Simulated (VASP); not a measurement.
The system is SnTe.

```xyz
2
Lattice="0.0000 3.1858 3.1858 3.1858 0.0000 3.1858 3.1858 3.1858 0.0000" Properties=species:S:1:pos:R:3 pbc="T T T"
Sn    0.0000    0.0000    0.0000
Te    3.1858    3.1858    3.1858
```

The cell is a database's computed one.

| Property | Result |
| --- | --- |
| Program | VASP 6.6.1 |
| Task | relaxation of cell and atoms |
| Functional | PBEsol |
| Potentials or basis | VASP PAW PBE potentials, release 64 (Sn_d, Te) |
| Cutoff | 600 eV |
| k mesh | 4 × 4 × 4 |
| Occupations | gaussian, width 0.1 eV |
| Spin | no spin polarisation |

At the start: pressure -2.1 GPa; volume 32.33 Å³/atom.

Problem. Where does the relaxation end?

Solution. Over 3 steps the energy falls by 11.6 meV/atom and the volume is 30.68 Å³/atom (-5.1 %); space group Fm-3m (No. 225, to 0.05 Å).

Step by step:
```csv
step,energy change (eV),largest force (eV/Å),pressure (GPa),volume (Å³)
1,0.0000,0.0000,-2.09,64.67
2,-0.0224,0.0000,0.44,60.80
3,-0.0231,0.0000,0.01,61.35
```

Final structure:
```
Sn Te
1.0
     0.00000    3.13036    3.13036
     3.13036    0.00000    3.13036
     3.13036    3.13036    0.00000
Sn Te
1 1
Direct
  0.00000 0.00000 0.00000
  0.50000 0.50000 0.50000
```

Caveat: the k mesh is coarse (spacing up to 0.43 Å⁻¹), so the values aren't converged; the PAW data sets were made with another functional, which shifts forces and pressure a little.
